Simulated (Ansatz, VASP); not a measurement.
# Cross-check of K2Li2MgSi21O45 (glassy 88SiO2-4K2O-4Li2O-4MgO (mol %)) between VASP and Ansatz

Wanted: the spread between two codes on one cell, functional and k mesh. The structure shown is the start of the Ansatz relaxation below; VASP solves that cell, so the two are compared at the walk's first step.

Method: plane waves, with VASP 6.6.1 beside it; single point at RPBE, in Ansatz 0.2.0.

## 1. The structure

The cell holds 71 atoms: 21 Si, 2 K, 2 Li, 1 Mg and 45 O. Its edges and angles: a = 9.868 Å, b = 9.868 Å, c = 9.868 Å, α = 90.0°, β = 90.0°, γ = 90.0°. As first built, before any earlier steps moved the atoms (in the runner's words): 71 atoms (21 Si, 2 K, 2 Li, 1 Mg, 45 O) placed at random at 2.28 g/cm^3, melted at 4000 K for 10 ps at fixed volume with the Morse and Coulomb pair potential with partial charges (Pedone, Malavasi, Menziani, Cormack and Segre, J. Phys. Chem. B 110, 11780 (2006)). Quenched from 4000 K to 300 K at 10 K/ps and fixed volume, held 10 ps at zero pressure.

## 2. Ansatz: relaxation, RPBE

Ansatz runs on its default PAW (the set named soft_2) files.

The two programs are compared at the cell with which this relaxation starts, whose forces are those of its first step.

Input file input.yaml:

```yaml
crystal:
  lattice:
    - [9.86772, 0.0, 0.0]
    - [0.0, 9.86772, 0.0]
    - [0.0, 0.0, 9.86772]
  atoms:
    - { symbol: Si, position: [0.31201, 0.75949, 0.22031] }
    - { symbol: Si, position: [0.90574, 0.78611, 0.88071] }
    - { symbol: Si, position: [0.92272, 0.46998, 0.47973] }
    - { symbol: Si, position: [0.8315, 0.98429, 0.65509] }
    - { symbol: Si, position: [0.34108, 0.26413, 0.61175] }
    - { symbol: Si, position: [0.84882, 0.67458, 0.17218] }
    - { symbol: Si, position: [0.56584, 0.59764, 0.86304] }
    - { symbol: Si, position: [0.4469, 0.8722, 0.93703] }
    - { symbol: Si, position: [0.01404, 0.04965, 0.99222] }
    - { symbol: Si, position: [0.80521, 0.27146, 0.94863] }
    - { symbol: Si, position: [0.14301, 0.02695, 0.27093] }
    - { symbol: Si, position: [0.28305, 0.53926, 0.72396] }
    - { symbol: Si, position: [0.00222, 0.47732, 0.7992] }
    - { symbol: Si, position: [0.64305, 0.45145, 0.14397] }
    - { symbol: Si, position: [0.24738, 0.24374, 0.06795] }
    - { symbol: Si, position: [0.28898, 0.84448, 0.65572] }
    - { symbol: Si, position: [0.81711, 0.77016, 0.44631] }
    - { symbol: Si, position: [0.09321, 0.07807, 0.58296] }
    - { symbol: Si, position: [0.50143, 0.18622, 0.88517] }
    - { symbol: Si, position: [0.51462, 0.85701, 0.41573] }
    - { symbol: Si, position: [0.10803, 0.50212, 0.22392] }
    - { symbol: K, position: [0.77126, 0.13088, 0.32412] }
    - { symbol: K, position: [0.57422, 0.49533, 0.4859] }
    - { symbol: Li, position: [0.71767, 0.27532, 0.62186] }
    - { symbol: Li, position: [0.51101, 0.0642, 0.56711] }
    - { symbol: Mg, position: [0.47066, 0.18513, 0.29957] }
    - { symbol: O, position: [0.39391, 0.26094, 0.99632] }
    - { symbol: O, position: [0.97725, 0.58002, 0.16247] }
    - { symbol: O, position: [0.08794, 0.07861, 0.40923] }
    - { symbol: O, position: [0.8278, 0.88315, 0.77125] }
    - { symbol: O, position: [0.53525, 0.99442, 0.3333] }
    - { symbol: O, position: [0.88111, 0.13226, 0.96368] }
    - { symbol: O, position: [0.2474, 0.6838, 0.65585] }
    - { symbol: O, position: [0.05449, 0.46161, 0.36922] }
    - { symbol: O, position: [0.22664, 0.624, 0.2141] }
    - { symbol: O, position: [0.5476, 0.36119, 0.23464] }
    - { symbol: O, position: [0.84942, 0.78588, 0.2905] }
    - { symbol: O, position: [0.41615, 0.2111, 0.48976] }
    - { symbol: O, position: [0.19662, 0.1932, 0.62034] }
    - { symbol: O, position: [0.0319, 0.02522, 0.15191] }
    - { symbol: O, position: [0.91969, 0.3712, 0.88813] }
    - { symbol: O, position: [0.43275, 0.751, 0.3282] }
    - { symbol: O, position: [0.21726, 0.88841, 0.28386] }
    - { symbol: O, position: [0.97611, 0.44962, 0.63263] }
    - { symbol: O, position: [0.16974, 0.37196, 0.13665] }
    - { symbol: O, position: [0.26025, 0.13651, 0.20555] }
    - { symbol: O, position: [0.41281, 0.55999, 0.81924] }
    - { symbol: O, position: [0.14368, 0.1632, 0.96926] }
    - { symbol: O, position: [0.83588, 0.7492, 0.02063] }
    - { symbol: O, position: [0.81408, 0.35242, 0.45874] }
    - { symbol: O, position: [0.58727, 0.5138, 0.00361] }
    - { symbol: O, position: [0.76077, 0.34454, 0.08568] }
    - { symbol: O, position: [0.15921, 0.94167, 0.6246] }
    - { symbol: O, position: [0.36322, 0.8198, 0.07526] }
    - { symbol: O, position: [0.65, 0.24882, 0.87868] }
    - { symbol: O, position: [0.94893, 0.09328, 0.65855] }
    - { symbol: O, position: [0.48927, 0.02972, 0.93986] }
    - { symbol: O, position: [0.87879, 0.89394, 0.52858] }
    - { symbol: O, position: [0.71936, 0.58266, 0.20955] }
    - { symbol: O, position: [0.66833, 0.55035, 0.74714] }
    - { symbol: O, position: [0.5567, 0.7615, 0.90211] }
    - { symbol: O, position: [0.34261, 0.8626, 0.80668] }
    - { symbol: O, position: [0.42718, 0.21269, 0.74792] }
    - { symbol: O, position: [0.8733, 0.62215, 0.47006] }
    - { symbol: O, position: [0.16337, 0.46785, 0.80254] }
    - { symbol: O, position: [0.41724, 0.88232, 0.54932] }
    - { symbol: O, position: [0.96286, 0.63809, 0.83004] }
    - { symbol: O, position: [0.65474, 0.79069, 0.45763] }
    - { symbol: O, position: [0.70053, 0.05701, 0.62188] }
    - { symbol: O, position: [0.32617, 0.4281, 0.61565] }
    - { symbol: O, position: [0.02222, 0.90151, 0.93043] }
kpoints:
  mp_grid: { grid: [1, 1, 1] }
hamiltonian:
  xc: rpbe
scf:
  occupations: { method: fermi_dirac, width: 0.05 }
output:
  forces: true
relax:
  f_tol: 0.05
  max_steps: 150
  cell: {}
```

Started as:

```console
ansatz run input.yaml --threads 4 --pin off --max-ram 8192MiB --backend cpu --events-out ev --progress --plain --runs-dir out
```

Numbers of over 12 decimals in the logs are rounded to 6 here.

Output:

```text
Engine: ansatz 0.2.0, x86_64-unknown-linux-gnu
Pseudopotentials: kind: paw
Pseudopotential: Si, paw, valence charge 4, recommended cutoff 420 eV (normal), Si.paw.azcp
Pseudopotential: K, paw, valence charge 9, recommended cutoff 420 eV (normal), K.paw.azcp
Pseudopotential: Li, paw, valence charge 3, recommended cutoff 420 eV (normal), Li.paw.azcp
Pseudopotential: Mg, paw, valence charge 10, recommended cutoff 420 eV (normal), Mg.paw.azcp
Pseudopotential: O, paw, valence charge 6, recommended cutoff 420 eV (normal), O.paw.azcp
Functional definition: RPBE
  parameter kappa = 0.804
  parameter beta = 0.066725
  exchange = rpbe_x(kappa = kappa, mu = beta*pi^2/3)
  correlation = pbe_c(beta = beta)
Crystal: 71 atoms, lattice volume = 960.839 Å³
Basis set: ecut = 420 eV, 18805 PW (Γ), exchange–correlation on 144×144×144 points (8 copies of the dense FFT grid, shifted against one another)
Bands: 265, of which v1, the nominal top of the filled ones, is band 194 counted from 1 (193 counted from 0)
Symmetry: 1 space group operations
Space group: P1 (ITA 1), of the structure as read, at distance tolerance 9.9e-5 Å
k-points: 1
Non-local potential: Si, projectors of the file, l = 0: 2, l = 1: 2, l = 2: 2
Non-local potential: K, projectors of the file, l = 0: 3, l = 1: 2, l = 2: 2
Non-local potential: Li, projectors of the file, l = 0: 3, l = 1: 2, l = 2: 1
Non-local potential: Mg, projectors of the file, l = 0: 3, l = 1: 2, l = 2: 1
Non-local potential: O, projectors of the file, l = 0: 2, l = 1: 2, l = 2: 1
PAW form: soft (Blöchl's): semilocal exchange-correlation on the pseudo side does not see the compensation charge
PAW frozen core: Si, regenerated for the run's functional, and the local potential with it (the file was generated under x = pbe(κ = 0.804, μ = 0.219515), c = pbe(β = 0.066725))
PAW frozen core: K, regenerated for the run's functional, and the local potential with it (the file was generated under x = pbe(κ = 0.804, μ = 0.219515), c = pbe(β = 0.066725))
PAW frozen core: Mg, regenerated for the run's functional, and the local potential with it (the file was generated under x = pbe(κ = 0.804, μ = 0.219515), c = pbe(β = 0.066725))
PAW frozen core: O, regenerated for the run's functional, and the local potential with it (the file was generated under x = pbe(κ = 0.804, μ = 0.219515), c = pbe(β = 0.066725))
PAW one-centre angular grid: Si, 110 points (default); XC on 64 Gauss nodes
PAW one-centre angular grid: K, 110 points (default); XC on 64 Gauss nodes
PAW one-centre angular grid: Li, 110 points (default); XC on 64 Gauss nodes
PAW one-centre angular grid: Mg, 110 points (default); XC on 64 Gauss nodes
PAW one-centre angular grid: O, 110 points (default); XC on 64 Gauss nodes
Initial density: superposition of atomic densities (neutral atoms: chi_scale 0, normalization atom), corrected by the library's trained network
Initial wavefunctions: pseudopotential atomic-orbital guess
Functional: x = rpbe, c = pbe(β = 0.066725)
SCF iter   1: F=—  HF=-44523.357354 eV  |F-HF|=—  |Δ(HF+E_count)|=         —  Δρ=3.92e-3  dr2=1.60e-1  ethr=1.77e-3  ⟨swp⟩=6.0  Hψ=1265  notcnv=0  defer=45
preconditioner: auto → Resta (q_TF=auto, 2.346 Å⁻¹)  ε∞=3.0  [insulator: Δε(μ)=3.561 eV  Ē_g=16.484 eV  σ=0.050 eV  W_gap=1.00  n_scr=202 (ndim 8)  ℏωp=23.1 eV  f_vac=0.149  D(μ)=0.00/eV (n_scr^D=0)  ε∞_Penn≈3.0]
SCF iter   2: F=—  HF=-44523.338440 eV  |F-HF|=—  |Δ(HF+E_count)|=   1.89e-2  Δρ=2.12e-3  dr2=2.97e-2  ethr=4.13e-5  ⟨swp⟩=2.0  Hψ=504  notcnv=0  defer=63
SCF iter   3: F=—  HF=-44523.341556 eV  |F-HF|=—  |Δ(HF+E_count)|=   3.12e-3  Δρ=8.28e-4  dr2=8.62e-3  ethr=7.65e-6  ⟨swp⟩=2.0  Hψ=349  notcnv=0  defer=63
SCF iter   4: F=—  HF=-44523.342146 eV  |F-HF|=—  |Δ(HF+E_count)|=   5.90e-4  Δρ=3.27e-4  dr2=9.90e-4  ethr=2.22e-6  ⟨swp⟩=2.0  Hψ=349  notcnv=0  defer=63
SCF iter   5: F=—  HF=-44523.342243 eV  |F-HF|=—  |Δ(HF+E_count)|=   9.69e-5  Δρ=1.26e-4  dr2=1.45e-4  ethr=2.55e-7  ⟨swp⟩=2.0  Hψ=344  notcnv=0  defer=63
SCF iter   6: F=—  HF=-44523.342411 eV  |F-HF|=—  |Δ(HF+E_count)|=   1.68e-4  Δρ=3.85e-5  dr2=1.29e-5  ethr=3.75e-8  ⟨swp⟩=2.0  Hψ=344  notcnv=0  defer=63
SCF iter   7: F=—  HF=-44523.343614 eV  |F-HF|=—  |Δ(HF+E_count)|=   1.20e-3  Δρ=1.68e-5  dr2=2.10e-6  ethr=3.32e-9  ⟨swp⟩=2.0  Hψ=459  notcnv=0  defer=63
SCF iter   8: F=—  HF=-44523.343615 eV  |F-HF|=—  |Δ(HF+E_count)|=   1.42e-6  Δρ=4.97e-6  dr2=2.10e-7  ethr=5.41e-10  ⟨swp⟩=2.0  Hψ=346  notcnv=0  defer=63
SCF iter   9: F=-44523.343616 eV  HF=-44523.343616 eV  |F-HF|=1.08e-8  |Δ(HF+E_count)|=   3.72e-7  Δρ=2.34e-6  dr2=4.43e-8  ethr=2.58e-11  ⟨swp⟩=4.0  Hψ=843  notcnv=0
SCF 1 converged in 9 iterations: F = -44523.343616 eV  dr2 = 4.43e-8
[...]
atom  28  O      0.00100633     0.00146901     0.00615454
  atom  29  O     -0.00696617     0.00220178    -0.00501773
  atom  30  O     -0.00872765    -0.00023144     0.00477222
  atom  31  O      0.00483829    -0.00080720     0.00081265
  atom  32  O     -0.00015366    -0.00313929     0.00436287
  atom  33  O      0.00456996     0.00373985     0.00254259
  atom  34  O      0.00609533     0.00266139    -0.00099557
  atom  35  O     -0.00139502    -0.00562800     0.00927294
  atom  36  O      0.00457839     0.00459963     0.00393094
  atom  37  O     -0.00366392    -0.00050356     0.00113078
  atom  38  O     -0.00067557     0.00565334     0.00462113
  atom  39  O      0.00088915    -0.00148291     0.00896029
  atom  40  O      0.00444086     0.00159214    -0.00167427
  atom  41  O      0.00314573    -0.00142201     0.00412365
  atom  42  O      0.00118897    -0.00105514    -0.00397544
  atom  43  O      0.00415336     0.00430167    -0.00157699
  atom  44  O      0.00155026     0.00524374     0.00380386
  atom  45  O      0.00082077    -0.00469372    -0.00243548
  atom  46  O      0.00847314    -0.00131227     0.00745609
  atom  47  O      0.00452119    -0.00276267    -0.01045429
  atom  48  O      0.00155182    -0.00174510     0.00389055
  atom  49  O      0.00194829     0.00362842    -0.00442340
  atom  50  O     -0.00236930    -0.00118654     0.00256456
  atom  51  O      0.00315465     0.00516983     0.00443257
[...]
atom  64  O      0.00111649    -0.01012392    -0.01030741
  atom  65  O      0.01076134     0.00301689    -0.00110154
  atom  66  O      0.00394418     0.00255797     0.00055981
  atom  67  O      0.01177792     0.00011997     0.00270629
  atom  68  O      0.00601854     0.00772883     0.01606829
  atom  69  O     -0.00428888    -0.00425236    -0.00314901
  atom  70  O      0.00935900     0.00044922    -0.00646183
  atom  71  O      0.00035208    -0.00386705    -0.00499375
  max |Σ_I F_I| component: 1.05e-5 eV/Å
--- Stress (GPa, compression-positive) ---
       -0.017841       0.000164      -0.009984
        0.000165      -0.004642      -0.001964
       -0.009985      -0.001961      -0.015514
  P = ⅓ Tr σ = -0.0127 GPa (-0.127 kbar)
--- Relaxed structure (17 steps of the walk, 17 accepted, 3 SCFs on fresh bases) ---
  F+E_penalty+E_count = -44531.10893325 eV   max|allowed force component| = 1.711e-2 eV/Å   (the final SCF, on the basis selected at the relaxed cell)
  cell:  # Å, volume = 1007.4905 Å³
    - [10.128101, -0.131451, 0.329891]
    - [-0.131451, 9.793918, 0.125877]
    - [0.329891, 0.125877, 10.171035]
  atoms:
    - { symbol: Si, position: [0.299695, 0.771804, 0.210003] }
    - { symbol: Si, position: [0.905141, 0.800483, 0.885210] }
    - { symbol: Si, position: [0.926434, 0.470028, 0.479097] }
    - { symbol: Si, position: [0.830375, 0.973361, 0.643380] }
    - { symbol: Si, position: [0.350646, 0.252796, 0.633515] }
    - { symbol: Si, position: [0.850319, 0.669343, 0.156047] }
    - { symbol: Si, position: [0.540818, 0.586996, 0.876194] }
    - { symbol: Si, position: [0.433669, 0.865649, 0.927530] }
    - { symbol: Si, position: [0.017241, 0.063206, 1.008600] }
    - { symbol: Si, position: [0.796929, 0.280635, 0.944348] }
    - { symbol: Si, position: [0.145423, 0.036710, 0.270888] }
    - { symbol: Si, position: [0.281914, 0.532006, 0.752897] }
    - { symbol: Si, position: [-0.010211, 0.504404, 0.775130] }
    - { symbol: Si, position: [0.642037, 0.444378, 0.141630] }
    - { symbol: Si, position: [0.245556, 0.245467, 0.071140] }
    - { symbol: Si, position: [0.307181, 0.832492, 0.653119] }
    - { symbol: Si, position: [0.804157, 0.763437, 0.420972] }
    - { symbol: Si, position: [0.114335, 0.062118, 0.579645] }
    - { symbol: Si, position: [0.497764, 0.177210, 0.896313] }
    - { symbol: Si, position: [0.511459, 0.862765, 0.395629] }
    - { symbol: Si, position: [0.106180, 0.510897, 0.209218] }
    - { symbol: K, position: [0.795434, 0.149294, 0.316548] }
    - { symbol: K, position: [0.578989, 0.494293, 0.499789] }
    - { symbol: Li, position: [0.777023, 0.252370, 0.640020] }
    - { symbol: Li, position: [0.538736, 0.070411, 0.575145] }
    - { symbol: Mg, position: [0.454203, 0.190475, 0.311692] }
    - { symbol: O, position: [0.394776, 0.261744, 0.998777] }
    - { symbol: O, position: [0.987411, 0.582506, 0.130578] }
    - { symbol: O, position: [0.103800, 0.087170, 0.418372] }
    - { symbol: O, position: [0.817913, 0.878042, 0.779124] }
    - { symbol: O, position: [0.543071, 1.014328, 0.336435] }
    - { symbol: O, position: [0.884392, 0.143932, 0.972683] }
    - { symbol: O, position: [0.272092, 0.669001, 0.655832] }
    - { symbol: O, position: [0.045366, 0.463117, 0.356575] }
    - { symbol: O, position: [0.229102, 0.620850, 0.216974] }
    - { symbol: O, position: [0.550492, 0.353861, 0.246298] }
    - { symbol: O, position: [0.866509, 0.786972, 0.268029] }
    - { symbol: O, position: [0.432359, 0.218630, 0.499321] }
    - { symbol: O, position: [0.201256, 0.183428, 0.641916] }
    - { symbol: O, position: [0.020774, 0.048027, 0.173742] }
    - { symbol: O, position: [0.882432, 0.384420, 0.838824] }
    - { symbol: O, position: [0.426349, 0.763275, 0.301537] }
    - { symbol: O, position: [0.197584, 0.882491, 0.277875] }
    - { symbol: O, position: [1.002158, 0.487726, 0.616515] }
    - { symbol: O, position: [0.169479, 0.380063, 0.126584] }
    - { symbol: O, position: [0.267410, 0.146654, 0.208604] }
    - { symbol: O, position: [0.375565, 0.558847, 0.872362] }
    - { symbol: O, position: [0.153333, 0.157597, 0.972866] }
    - { symbol: O, position: [0.818529, 0.749143, 0.019432] }
    - { symbol: O, position: [0.826039, 0.342426, 0.484174] }
[...]
- { symbol: O, position: [0.842884, 0.612476, 0.468483] }
    - { symbol: O, position: [0.138836, 0.476454, 0.822363] }
    - { symbol: O, position: [0.431663, 0.876068, 0.545184] }
    - { symbol: O, position: [0.962908, 0.662741, 0.817276] }
    - { symbol: O, position: [0.642446, 0.774088, 0.426696] }
    - { symbol: O, position: [0.709485, 0.070848, 0.624450] }
    - { symbol: O, position: [0.339170, 0.416828, 0.651221] }
    - { symbol: O, position: [0.017249, 0.914899, 0.936520] }
```

(Part 1 of 2 ends here.)

[Lines on the potential files, build, host, timing and source positions are cut from VASP's logs without a mark.]

[Logs are printed without paths, hosts, clocks, repeated set-up lines and the standing remarks that a program may print on its own settings, such as how far it seeks lower states.]

[Hosts, paths, dates, database ids (printed as entryN), source tags and the programs' standing remarks are cut or masked in the printed files.]
